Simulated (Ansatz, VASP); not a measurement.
# Cross-check of MnO (Manganosite) between VASP and Ansatz, part 2 of 2

Aim: how closely do two programs agree when they are given the same cell, functional and k mesh? The cell is taken from a series of runs on this material, whose earlier steps may have relaxed, scaled, displaced or heated it; both programs get it as it stands.

VASP 6.6.1 and Ansatz 0.2.0.

So far: The structure; Ansatz: relaxation of cell and atoms, r2SCAN with rVV10.

## 3. VASP: relaxation of cell and atoms, r2SCAN with rVV10

Level of this step: r2SCAN with rVV10, spin-polarised from a ferromagnetic start; plane waves and PAW (Mn_pv, O) (VASP).

The same cell, functional, mesh and smearing now go to VASP, with its own data sets.

Lines of VASP's logs that name or quote its potential files are left out, and so is its time.

The input, INCAR:

```
SYSTEM = MnO
PREC = Accurate
ENCUT = 660
EDIFF = 1E-07
NELM = 200
ISMEAR = -1
SIGMA = 0.05
LREAL = .FALSE.
ALGO = Normal
METAGGA = R2SCAN
LUSE_VDW = .TRUE.
IVDW_NL = 2
BPARAM = 11.95
CPARAM = 0.0093
LASPH = .TRUE.
NBANDS = 19
ISPIN = 2
MAGMOM = 4.25 0.26
LMAXMIX = 4
LORBIT = 11
LWAVE = .FALSE.
LCHARG = .FALSE.
ISIF = 3
IBRION = 2
NSW = 80
EDIFFG = -0.005
GGA_COMPAT = .FALSE.
NELMIN = 4
LMIXTAU = .TRUE.
```

The input, POSCAR:

```
MnO
1.0
    0.0000000000      2.2230000000      2.2230000000
    2.2230000000      0.0000000000      2.2230000000
    2.2230000000      2.2230000000      0.0000000000
Mn O
1 1
Direct
    0.0000000000      0.0000000000      0.0000000000
    0.5000000000      0.5000000000      0.5000000000
```

The input, KPOINTS:

```
Automatic mesh
0
Gamma
10 10 10
0 0 0
```

The projector-augmented-wave data sets are Mn_pv and O (PBE family, release 64).

The run is started by

```sh
$ mpirun -np 1 vasp_std
```

Numbers of over 12 decimals in the logs are rounded to 6 here.

Log:

```text
[banner, memory and clock lines left out]
running    1 mpi-ranks, on    1 nodes
 distrk:  each k-point on    1 cores,    1 groups
 distr:  one band on    1 cores,    1 groups

 POSCAR found type information on POSCAR MnO
 POSCAR found :  2 types and       2 ions
|                                                                             |
|               ----> ADVICE to this user running VASP <----                  |
|                                                                             |
|     You have switched on vdW-DFT.                                           |
|     This routine was written and supplied by Jiri Klimes. We recommend      |
|     that you carefully read and cite the following publications:            |
|       J. Klimes, D.R. Bowler, A. Michelides                                 |
|          J. Phys.: Cond Matt. 22 022201 (2010)                              |
|       J. Klimes, D.R. Bowler, A. Michelides                                 |
|          Phys. Rev. B. 83, 195131 (2011)                                    |
|     and references therein.                                                 |
|                                                                             |

|                                                                             |
|               ----> ADVICE to this user running VASP <----                  |
|                                                                             |
|     You enforced a specific xc type in the INCAR file but a different       |
|     [... a line on the potential file left out ...]
|     I HOPE YOU KNOW WHAT YOU ARE DOING!                                     |
|                                                                             |

 LDA part: xc-table for (None), standard interpolation
 POSCAR, INCAR and KPOINTS ok, starting setup
 FFT: planning ... GRIDC
 FFT: planning ... GRID_SOFT
 FFT: planning ... GRID
 WAVECAR not read
 entering main loop
       N       E                     dE             d eps       ncg     rms          rms(c)
Total rVV10 correction in eV:      0.4871485    19.3621890
DAV:   1     0.182876467814E+03    0.18288E+03   -0.12373E+04  3572   0.143E+03
DAV:   2    -0.201341429054E+02   -0.20301E+03   -0.18867E+03  3685   0.379E+02
DAV:   3    -0.302434375337E+02   -0.10109E+02   -0.10002E+02  3963   0.906E+01
DAV:   4    -0.303319950498E+02   -0.88558E-01   -0.88527E-01  3983   0.859E+00
DAV:   5    -0.303328642359E+02   -0.86919E-03   -0.86916E-03  3988   0.879E-01    0.135E+01
Total rVV10 correction in eV:      0.4937509    19.3621887
DAV:   6    -0.236679483985E+02    0.66649E+01   -0.11029E+01  3942   0.414E+01    0.166E+01
Total rVV10 correction in eV:      0.4997156    19.3621888
DAV:   7    -0.238567801736E+02   -0.18883E+00   -0.13270E+00  3857   0.133E+01    0.102E+01
Total rVV10 correction in eV:      0.5006767    19.3621888
DAV:   8    -0.239915987998E+02   -0.13482E+00   -0.19997E-01  3813   0.557E+00    0.557E+00
Total rVV10 correction in eV:      0.5066854    19.3621888
DAV:   9    -0.239836431406E+02    0.79557E-02   -0.81399E-02  3958   0.351E+00    0.569E-01
Total rVV10 correction in eV:      0.5069161    19.3621888
DAV:  10    -0.239854316717E+02   -0.17885E-02   -0.24304E-02  4103   0.209E+00    0.230E-01
Total rVV10 correction in eV:      0.5065904    19.3621888
DAV:  11    -0.239850505047E+02    0.38117E-03   -0.20882E-03  3977   0.422E-01    0.164E-01
Total rVV10 correction in eV:      0.5065599    19.3621888
DAV:  12    -0.239852219472E+02   -0.17144E-03   -0.57047E-04  3827   0.214E-01    0.393E-02
Total rVV10 correction in eV:      0.5066460    19.3621888
DAV:  13    -0.239853018964E+02   -0.79949E-04   -0.11127E-04  3824   0.104E-01    0.255E-02
Total rVV10 correction in eV:      0.5066848    19.3621888
DAV:  14    -0.239852819298E+02    0.19967E-04   -0.25404E-05  3818   0.478E-02    0.150E-02
Total rVV10 correction in eV:      0.5066921    19.3621888
DAV:  15    -0.239853095992E+02   -0.27669E-04   -0.88544E-06  3779   0.268E-02    0.473E-03
Total rVV10 correction in eV:      0.5066882    19.3621888
DAV:  16    -0.239853047056E+02    0.48936E-05   -0.86391E-07  3995   0.996E-03    0.104E-03
Total rVV10 correction in eV:      0.5066892    19.3621888
DAV:  17    -0.239853044810E+02    0.22454E-06   -0.10667E-07  3300   0.291E-03    0.462E-04
Total rVV10 correction in eV:      0.5066903    19.3621888
DAV:  18    -0.239853034687E+02    0.10124E-05   -0.20482E-08  2539   0.125E-03    0.119E-04
Total rVV10 correction in eV:      0.5066905    19.3621888
DAV:  19    -0.239853029541E+02    0.51460E-06   -0.10438E-09  1963   0.345E-04    0.331E-05
Total rVV10 correction in eV:      0.5066905    19.3621888
DAV:  20    -0.239853030620E+02   -0.10792E-06   -0.11559E-10  1918   0.112E-04    0.367E-05
Total rVV10 correction in eV:      0.5066904    19.3621888
DAV:  21    -0.239853030104E+02    0.51581E-07   -0.22490E-11  1897   0.500E-05
Total rVV10 correction in eV:      0.5066904    19.3621888
Total rVV10 correction in eV:      0.5066904    19.3621888
   1 F= -.23985303E+02 E0= -.23984964E+02  d E =-.239853E+02  mag=     4.9971
[...]
2 F= -.23986088E+02 E0= -.23985600E+02  d E =-.784944E-03  mag=     4.9940
[...]
3 F= -.23986227E+02 E0= -.23985781E+02  d E =-.923815E-03  mag=     4.9949
 curvature:  -0.27 expect dE=-0.264E-04 dE for cont linesearch -0.264E-04
 ZBRENT: interpolating
 opt :   0.6084  next Energy=   -23.986257 (dE=-0.954E-03)
 bond charge predicted
       N       E                     dE             d eps       ncg     rms          rms(c)
Total rVV10 correction in eV:      0.5047390    19.3621891
DAV:   1    -0.239868412772E+02   -0.61450E-03   -0.88249E-03  3881   0.128E+00    0.226E-01
Total rVV10 correction in eV:      0.5051385    19.3621890
DAV:   2    -0.239863405512E+02    0.50073E-03   -0.85234E-04  3848   0.401E-01    0.183E-01
Total rVV10 correction in eV:      0.5051814    19.3621890
DAV:   3    -0.239861490242E+02    0.19153E-03   -0.15589E-04  3887   0.140E-01    0.681E-02
Total rVV10 correction in eV:      0.5051752    19.3621890
DAV:   4    -0.239861624971E+02   -0.13473E-04   -0.79152E-06  3797   0.250E-02    0.359E-02
Total rVV10 correction in eV:      0.5051226    19.3621890
DAV:   5    -0.239862095362E+02   -0.47039E-04   -0.45360E-06  3851   0.233E-02    0.772E-03
Total rVV10 correction in eV:      0.5051187    19.3621890
DAV:   6    -0.239862024303E+02    0.71059E-05   -0.13656E-06  4060   0.155E-02    0.388E-03
Total rVV10 correction in eV:      0.5051146    19.3621890
DAV:   7    -0.239862037621E+02   -0.13318E-05   -0.91054E-08  2618   0.313E-03    0.722E-04
Total rVV10 correction in eV:      0.5051134    19.3621890
DAV:   8    -0.239862033757E+02    0.38639E-06   -0.12547E-08  1963   0.107E-03    0.488E-04
Total rVV10 correction in eV:      0.5051119    19.3621890
DAV:   9    -0.239862039303E+02   -0.55460E-06   -0.28499E-09  1885   0.538E-04    0.156E-04
Total rVV10 correction in eV:      0.5051115    19.3621890
DAV:  10    -0.239862038612E+02    0.69110E-07   -0.63999E-10  1858   0.233E-04
Total rVV10 correction in eV:      0.5051115    19.3621890
Total rVV10 correction in eV:      0.5051115    19.3621890
   4 F= -.23986204E+02 E0= -.23985778E+02  d E =-.900851E-03  mag=     4.9953
 curvature:  -0.30 expect dE=-0.394E-08 dE for cont linesearch -0.394E-08
 trial: gam=-0.00244 g(F)=  0.278E-59 g(S)=  0.129E-07 ort = 0.528E-05 (trialstep = 0.922E+00)
 search vector abs. value=  0.100E-09
 reached required accuracy - stopping structural energy minimisation
```

OUTCAR, selected parts (step 3):

```text
ion  position               nearest neighbor table
   1  0.000  0.000  0.000-   2 2.22   2 2.22   2 2.22   2 2.22   2 2.22   2 2.22
   2  0.500  0.500  0.500-   1 2.22   1 2.22   1 2.22   1 2.22   1 2.22   1 2.22

  LATTYP: Found a face centered cubic cell.
 ALAT       =     4.4460000000

 Subroutine GETGRP returns: Found 48 space group operations
 (whereof 48 operations were pure point group operations)

The static configuration has the point symmetry O_h .

 Found     47 irreducible k-points:

   k-points           NKPTS =     47   k-points in BZ     NKDIM =     47   number of bands    NBANDS=     19

   dimension x,y,z NGX =    28 NGY =   28 NGZ =   28
   dimension x,y,z NGXF=    56 NGYF=   56 NGZF=   56

   ENCUT  =  660.0 eV  48.51 Ry    6.96 a.u.   6.59  6.59  6.59*2*pi/ulx,y,z

   NELECT =      19.0000    total number of electrons

 k-points in reciprocal lattice and weights: Automatic mesh
   0.00000000  0.00000000  0.00000000       0.001
   0.10000000  0.00000000  0.00000000       0.008
   0.20000000  0.00000000  0.00000000       0.008
   0.30000000  0.00000000  0.00000000       0.008
   0.40000000  0.00000000  0.00000000       0.008
   0.50000000  0.00000000  0.00000000       0.004
   0.10000000  0.10000000  0.00000000       0.006
   0.20000000  0.10000000  0.00000000       0.024
   0.30000000  0.10000000  0.00000000       0.024
[...]
-0.30000000  0.40000000  0.20000000       0.024
  -0.30000000  0.50000000  0.20000000       0.012

 average (electrostatic) potential at core
       1 -72.3125       2 -72.2550

 E-fermi :   7.5323

 spin component 1
 k-point     1 :       0.0000    0.0000    0.0000
  band No.  band energies     occupation
    ...
      9       3.8504      1.00000
     10       3.8504      1.00000
     11       4.3509      1.00000
     12       4.3509      1.00000
     13       7.2973      0.99099
     14      22.0692      0.00000
     15      24.4634      0.00000
     16      24.4634      0.00000
     17      24.4634      0.00000
     18      28.1570      0.00000
    ...

 k-point     2 :       0.1000    0.0000    0.0000
  band No.  band energies     occupation
    ...
      8       3.9683      1.00000
      9       3.9683      1.00000
     10       4.1681      1.00000
     11       4.9920      1.00000
     12       4.9920      1.00000
     13       7.9851      0.00012
     14      20.9289      0.00000
     15      24.1297      0.00000
     16      24.1297      0.00000
     17      24.7584      0.00000
    ...

 k-point     3 :       0.2000    0.0000    0.0000
  band No.  band energies     occupation
    ...
      8       4.1692      1.00000
      9       4.1692      1.00000
     10       4.4375      1.00000
     11       5.8959      1.00000
     12       5.8959      1.00000
     13       9.3306      0.00000
     14      18.9149      0.00000
     15      22.9398      0.00000
     16      22.9398      0.00000
     17      25.2082      0.00000
    ...

 k-point     4 :       0.3000    0.0000    0.0000
  band No.  band energies     occupation
    ...
      8       4.4224      1.00000
      9       4.4224      1.00000
     10       4.7589      1.00000
     11       6.6846      1.00000
     12       6.6846      1.00000
     13      10.5751      0.00000
     14      17.1350      0.00000
     15      21.4897      0.00000
     16      21.4897      0.00000
     17      25.7371      0.00000
    ...

 k-point     5 :       0.4000    0.0000    0.0000
  band No.  band energies     occupation
    ...
      8       4.6358      1.00000
      9       4.6358      1.00000
     10       5.0833      1.00000
     11       7.2293      0.99767
     12       7.2293      0.99767
     13      11.2757      0.00000
     14      16.0992      0.00000
     15      20.4248      0.00000
     16      20.4248      0.00000
     17      26.3410      0.00000
    ...

 k-point     6 :       0.5000    0.0000    0.0000
  band No.  band energies     occupation
    ...
      8       4.7196      1.00000
      9       4.7196      1.00000
     10       5.2309      1.00000
     11       7.4262      0.89302
     12       7.4262      0.89302
     13      11.4259      0.00000
     14      15.8329      0.00000
     15      20.0373      0.00000
     16      20.0373      0.00000
     17      26.7090      0.00000
    ...

  Total       -0.0004229     -0.0004229     -0.0004229      0.0000000      0.0000000     -0.0000000
  in kB       -0.0310750     -0.0310750     -0.0310750      0.0000000      0.0000000     -0.0000000
  external PRESSURE =      -0.0310750 kB  Pullay stress =       0.0000000 kB

  energy-cutoff  :      660.00
  volume of cell :       21.80
      direct lattice vectors                 reciprocal lattice vectors
     0.000000000  2.217369777  2.217369777    -0.225492385  0.225492385  0.225492385
     2.217369777  0.000000000  2.217369777     0.225492385 -0.225492385  0.225492385
     2.217369777  2.217369777  0.000000000     0.225492385  0.225492385 -0.225492385

 POSITION                                       TOTAL-FORCE (eV/Angst)
 -----------------------------------------------------------------------------------
      0.00000      0.00000      0.00000         0.000000      0.000000     -0.000000
      2.21737      2.21737      2.21737        -0.000000     -0.000000      0.000000
 -----------------------------------------------------------------------------------
    total drift:                                0.000000      0.000000      0.000000

  FREE ENERGIE OF THE ION-ELECTRON SYSTEM (eV)
  ---------------------------------------------------
  free  energy   TOTEN  =       -23.9862038612 eV

  energy  without entropy=      -23.9853511753  energy(sigma->0) =      -23.98577752

 reached required accuracy - stopping structural energy minimisation

 total charge
# of ion       s       p       d       tot
------------------------------------------
    1        0.210   6.175   4.964  11.349
    2        1.555   3.472   0.000   5.027
--------------------------------------------------
tot          1.765   9.647   4.964  16.376

 magnetization (x)
# of ion       s       p       d       tot
------------------------------------------
    1        0.028   0.022   4.487   4.537
    2        0.032   0.202   0.000   0.235
--------------------------------------------------
tot          0.061   0.225   4.487   4.772

[... 6 further parts left out ...]
```

The cell holds one magnetic atom, so no antiferromagnetic order fits into it. The PAW data sets were made with PBE, which is usual practice but a small mismatch for other functionals. Oxides and halides of Mn are often magnetic insulators, and a metal at this level, without U or exact exchange, may be an artefact.

## 4. Differences

Known differences besides the potentials themselves: VASP starts from the moments at which Ansatz ended; VASP keeps PBE cores, Ansatz makes them for the functional; the data sets hold 21 valence electrons in Ansatz (on its default PAW (the set named soft_2) files) and 19 in VASP; the cutoff is 500 eV in Ansatz and 660 eV in VASP; Ansatz adds a Pulay correction to the stress that steers its cell, VASP none; site moments are counted in spheres of each program's own size. Total energies have different zeros and are not compared.

Both answers:

```
                                         quantity  Ansatz   VASP  difference
                                      volume (Å³)   21.82  21.80     +0.09 %
edge a after relaxation, in the typed setting (Å)   3.137  3.136     +0.03 %
                                total moment (μB)    5.00   5.00        0.00
                               moment on Mn1 (μB)    4.25   4.54       -0.28
                                moment on O2 (μB)    0.26   0.23       +0.03
```

## 5. Summary of results

| Property | Result |
| --- | --- |
| difference in volume (relaxation of cell and atoms, r2SCAN with rVV10) | 0.087 % |

The difference in volume is 0.087 % (relaxation of cell and atoms, r2SCAN with rVV10), within the 1.2 % picked in this series as the mark of a large difference, as far as the stopping tolerances let one tell. The data sets hold unlike numbers of valence electrons (21 in Ansatz and 19 in VASP), so part of the differences comes from the potentials. Such differences can come from data sets, numerical settings and the points named under the comparisons, not from the functional's error against experiment.

[Lines on the potential files, build, host, timing and source positions are cut from VASP's logs without a mark.]

[Logs are printed without paths, hosts, clocks, repeated set-up lines and the standing remarks that a program may print on its own settings, such as how far it seeks lower states.]

[Hosts, paths, dates, database ids (printed as entryN), source tags and the programs' standing remarks are cut or masked in the printed files.]
